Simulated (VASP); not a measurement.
```yaml
crystal:
  lattice:
    - [3.21300, 0.00000, 0.00000]
    - [0.00000, 3.21300, 0.00000]
    - [0.00000, 0.00000, 3.21300]
  atoms:
    - { symbol: Zn, position: [0.50000, 0.50000, 0.50000] }
    - { symbol: Au, position: [0.00000, 0.00000, 0.00000] }
```

The base run (VASP): PBE GGA, plane waves, VASP's PBE PAW potentials (set 64). Numerical set-up: 400 eV cut-off, 10×10×10 Γ-centred mesh, first-order Methfessel-Paxton smearing of 0.10 eV, potentials Zn Au.

One setting is varied; ΔE counts from the base run. The base run took about 7 core-seconds. Times come from single runs on busy shared machines, so they are rough: good to a factor of about 2.

Pressures at a finite cut-off, here 400 eV, hold a Pulay part, which wasn't tested here.

```
setting         cost over the base run  electronic steps  ΔE (meV/atom)  pressure (GPa)
--------------  ----------------------  ----------------  -------------  --------------
ISYM = 1          within a factor of 2                12            0.0           -3.14
base run                     reference                12            0.0           -3.14
SYMPREC = 1E-3    within a factor of 2                12            0.0           -3.14
ISYM = 0                 about 6 times                12            0.0           -3.14
ISYM = -1               about 10 times                12            0.0           -3.14
```

Left out are runs that failed, have no time on record or changed the cell.

The compound is AuZn in the CsCl type structure. The cell was not relaxed at this level.
